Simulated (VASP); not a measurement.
Data:

```yaml
crystal:
  lattice:
    - [1.13346, -1.96321, 0.00000]
    - [1.13346, 1.96321, 0.00000]
    - [0.00000, 0.00000, 3.55783]
  atoms:
    - { symbol: Be, position: [0.33333, 0.66667, 0.25000] }
    - { symbol: Be, position: [0.66667, 0.33333, 0.75000] }
```

Method: PBE GGA, VASP's PBE PAW potentials (set 64) (plane waves; VASP 6.6.1). Settings: 520 eV cut-off, 21×21×12 Γ-centred mesh, tetrahedra with Blöchl corrections, potentials Be.

Question: Tabulate the total density of states (states/eV per cell) against energy (eV; zero at the valence-band maximum or, without a gap, the Fermi level).

Answer: 
```
E (eV) | DOS (states/eV)
    -9.91 | ###### 0.20
    -9.33 | ####### 0.24
    -8.74 | ######## 0.27
    -8.28 | ######## 0.30
    -7.69 | ######### 0.33
    -7.11 | ########## 0.36
    -6.64 | ########### 0.38
    -6.06 | ############ 0.41
    -5.47 | ############# 0.46
    -4.89 | ############### 0.54
    -4.31 | ############### 0.54
    -3.84 | ############## 0.50
    -3.26 | ############## 0.50
    -2.67 | ################ 0.56
    -2.21 | ############## 0.49
    -1.62 | ########### 0.38
    -1.04 | ####### 0.25
    -0.45 | #### 0.16
     0.13 | #### 0.13
     0.60 | ### 0.11
     1.18 | ####### 0.25
     1.77 | ############################## 1.07
     2.23 | #################### 0.71
     2.82 | ############### 0.53
     3.40 | ############## 0.48
```
Within 2 eV below the Fermi level the largest weight inside VASP's projection spheres is Be p.

The compound is Be in the hcp structure. It was relaxed first.
